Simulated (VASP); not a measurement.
**ZnS: stress against strain**

ZnS (wurtzite, P6_3mc, 20.162 Å³/atom and stress up to 0.26 GPa in the relaxed cell, c along z) under an equal strain ε along x and y, with z held. PBE in VASP (plane waves, PAW), 480 eV, 12×12×6 Γ-centred mesh, Gaussian smearing 0.05 eV; ions are relaxed, or left where forces stay under 0.02 eV/Å, within the symmetry of each cell. Stress is positive for a compressed cell.

Here s stands for strain and y for stress xx.

```
strain (%)  stress xx (GPa)
----------  ---------------
-1.50                  2.85
-1.00                  1.92
-0.50                  1.02
0.00                   0.18
0.50                  -0.66
1.00                  -1.45
1.50                  -2.20
3.00                      ?
```

**Question.** Fit y against s with a straight line, and predict the withheld value at s = 3.00.

**Answer.** Means: s 0, y 0.237. About the means, the sum of products is -11.785 and the sum of squares of s is 7.0000; the slope is their ratio. Least squares gives y = 0.237 - 1.6836·s. Residuals (row less fit): 0.088, -0.001, -0.059, -0.057, -0.055, -0.003, 0.088; standard error 0.071 (degrees of freedom: 5). The slope gives the elastic constants C11 + C12 = 168 ± 3 GPa (± standard error of the fit, which holds the terms cut off). At the withheld row, y = 0.237 - 1.6836 × 3.0 = -4.814 GPa. The calculation gives -4.24 GPa, 0.574 GPa above the prediction (8.1 % of the range of y in the table). The row lies outside the fitted rows, so this is an extrapolation. From the scatter of the fitted rows alone, a prediction at this place has a standard error of 0.111 GPa, so the miss is 5.2 times that.

A polynomial of degree 2 through the 12 other runs of the series gives -4.23 there, so most of the miss is curvature that the fit leaves out. ZnS is here the high-temperature form. Rows are the converged runs of the series near zero and its far end, less any whose ions stayed unrelaxed beside relaxed ones; series whose fitted rows scatter by over a few per cent of the range, as at a crossing or softening among them, aren't shown in this form. Most that stay on the fit to the last digits aren't either.
